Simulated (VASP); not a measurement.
These are PBE GGA, VASP's PBE PAW potentials (set 64) (plane waves; VASP) values and carry that method's errors.

A VASP calculation is set up with these files.

**KPOINTS**
```
Automatic mesh
0
Gamma
12 12 12
0 0 0
```

### POSCAR
```
LaB
2.8347230
  0.0000000000   0.9999998257   0.9999998257
  0.9999998257   0.0000000000   0.9999998257
  0.9999998257   0.9999998257   0.0000000000
La B
1 1
Direct
  0.0000000000   1.0000000000   0.0000000000
  0.5000000000   0.5000000000   0.5000000000
```

INCAR:
```
# general
SYSTEM  = LaB
PREC    = Accurate
ENCUT   = 520
LREAL   = .FALSE.   # projection in real space or not
LASPH   = .TRUE.   # aspherical one-centre terms

# electronic loop
EDIFF   = 1E-7
NELM    = 100
ALGO    = Normal   # blocked Davidson
LMAXMIX = 6

# smearing
ISMEAR  = -5   # tetrahedra, Bloechl

# functional
GGA     = PE   # PBE

# ions
ISIF    = 2

# output
LWAVE   = .FALSE.
LCHARG  = .TRUE.
LORBIT  = 11   # lm-projected
NEDOS   = 601   # DOS grid
```

POTCAR, in this order: La B (PBE.64 set). Program: vasp_std.

The run wrote:

File OSZICAR:
```
       N       E                     dE             d eps       ncg     rms          rms(c)
DAV:   1     0.117919521184E+03    0.11792E+03   -0.51348E+03  1592   0.170E+03
DAV:   2    -0.228884462976E+01   -0.12021E+03   -0.11803E+03  2328   0.237E+02
DAV:   3    -0.103094693115E+02   -0.80206E+01   -0.77064E+01  2278   0.974E+01
DAV:   4    -0.107878421877E+02   -0.47837E+00   -0.47086E+00  2939   0.190E+01
DAV:   5    -0.108108902489E+02   -0.23048E-01   -0.22996E-01  2399   0.403E+00    0.384E+00
DAV:   6    -0.104358879519E+02    0.37500E+00   -0.18796E+00  2554   0.724E+00    0.196E+00
DAV:   7    -0.104409136154E+02   -0.50257E-02   -0.61764E-02  2704   0.229E+00    0.103E+00
DAV:   8    -0.104491550365E+02   -0.82414E-02   -0.39181E-02  2220   0.227E+00    0.219E-01
DAV:   9    -0.104498199331E+02   -0.66490E-03   -0.37044E-03  2997   0.698E-01    0.124E-01
DAV:  10    -0.104497415931E+02    0.78340E-04   -0.17637E-03  2575   0.567E-01    0.640E-02
DAV:  11    -0.104496666369E+02    0.74956E-04   -0.28122E-04  2586   0.213E-01    0.260E-02
DAV:  12    -0.104496632550E+02    0.33819E-05   -0.44399E-05  2770   0.570E-02    0.677E-03
DAV:  13    -0.104496684031E+02   -0.51481E-05   -0.63432E-06  2597   0.182E-02    0.396E-03
DAV:  14    -0.104496682538E+02    0.14931E-06   -0.34741E-07  2408   0.715E-03    0.143E-03
DAV:  15    -0.104496689057E+02   -0.65192E-06   -0.40897E-07  2469   0.588E-03    0.291E-04
DAV:  16    -0.104496687900E+02    0.11570E-06   -0.21656E-08  1395   0.169E-03    0.218E-04
DAV:  17    -0.104496686893E+02    0.10066E-06   -0.91343E-09  1347   0.122E-03    0.143E-04
DAV:  18    -0.104496686055E+02    0.83795E-07   -0.67794E-09  1293   0.146E-03
   1 F= -.10449669E+02 E0= -.10449669E+02  d E =0.000000E+00
```

### OUTCAR
```
------------------------ aborting loop because EDIFF is reached ----------------------------------------
  FORCE on cell =-STRESS in cart. coord.  units (eV):
  Direction    XX          YY          ZZ          XY          YZ          ZX
  --------------------------------------------------------------------------------------
  Total       -0.0408650     -0.0408650     -0.0408650      0.0000000      0.0000000      0.0000000
  in kB       -1.4371446     -1.4371446     -1.4371446      0.0000000      0.0000000      0.0000000
  external PRESSURE =      -1.4371446 kB  Pullay stress =       0.0000000 kB
  volume of cell :       45.56
      direct lattice vectors                 reciprocal lattice vectors
     0.000000000  2.834722506  2.834722506    -0.176384108  0.176384108  0.176384108
     2.834722506  0.000000000  2.834722506     0.176384108 -0.176384108  0.176384108
     2.834722506  2.834722506  0.000000000     0.176384108  0.176384108 -0.176384108
 POSITION                                       TOTAL-FORCE (eV/Angst)
 -----------------------------------------------------------------------------------
      0.00000      0.00000      0.00000        -0.000000     -0.000000      0.000000
      2.83472      2.83472      2.83472         0.000000      0.000000     -0.000000
 -----------------------------------------------------------------------------------
    total drift:                               -0.000000      0.000000      0.000000
  FREE ENERGIE OF THE ION-ELECTRON SYSTEM (eV)
  ---------------------------------------------------
  free  energy   TOTEN  =       -10.4496686055 eV

  energy  without entropy=      -10.4496686055  energy(sigma->0) =      -10.44966861

 total charge

# of ion       s       p       d       f       tot
--------------------------------------------------
    1        2.041   5.611   0.824   0.099   8.575
    2        0.789   0.823   0.000   0.000   1.612
--------------------------------------------------
tot          2.830   6.434   0.824   0.099  10.187
```
(Selected blocks of OUTCAR.)

File OUTCAR:
```
 val. band max:        6.5341526123   @ k =   0.1667   0.0000   0.0000

 cond. band min:       6.3814977316   @ k =   0.2500   0.0000   0.0000


 Fermi energy:         6.4308307540

 k-point     1 :       0.0000    0.0000    0.0000
  band No.  band energies     occupation
      1     -25.2532      2.00000
      2      -8.6140      2.00000
      3      -8.6140      2.00000
      4      -8.6140      2.00000
      5       0.0682      2.00000
      6       7.5816      0.00000
      7       7.5816      0.00000
      8       7.5816      0.00000
      9       8.6083      0.00000
     10       8.6083      0.00000
     11       8.6086      0.00000

 k-point     2 :       0.0833    0.0000    0.0000
  band No.  band energies     occupation
      1     -25.2467      2.00000
      2      -8.6876      2.00000
      3      -8.6199      2.00000
      4      -8.6199      2.00000
      5       0.2075      2.00000
      6       7.2545     -0.01889
      7       7.3589      0.00000
      8       7.3589      0.00000
      9       8.5085      0.00000
     10       8.7054      0.00000
     11       8.7054      0.00000

 k-point     3 :       0.1667    0.0000    0.0000
  band No.  band energies     occupation
      1     -25.2290      2.00000
      2      -8.8808      2.00000
      3      -8.6359      2.00000
      4      -8.6359      2.00000
      5       0.5914      2.00000
      6       6.5342      1.03036
      7       6.8794     -0.04787
      8       6.8794     -0.00266
      9       8.4710      0.00000
     10       8.9209      0.00000
     11       8.9209      0.00000

 k-point     4 :       0.2500    0.0000    0.0000
  band No.  band energies     occupation
      1     -25.2046      2.00000
      2      -9.1285      2.00000
      3      -8.6575      2.00000
      4      -8.6575      2.00000
      5       1.1362      2.00000
      6       5.7263      2.00634
      7       6.3815      1.40502
      8       6.3815      0.87034
      9       8.5583      0.00000
...
```

For a metal the tetrahedron method with Blöchl corrections gives inexact stress and forces.

The structure was generated: LaB was put into the rock salt type (Fm-3m), which need not be its known phase. It was relaxed first, which changed the volume by -27 %.
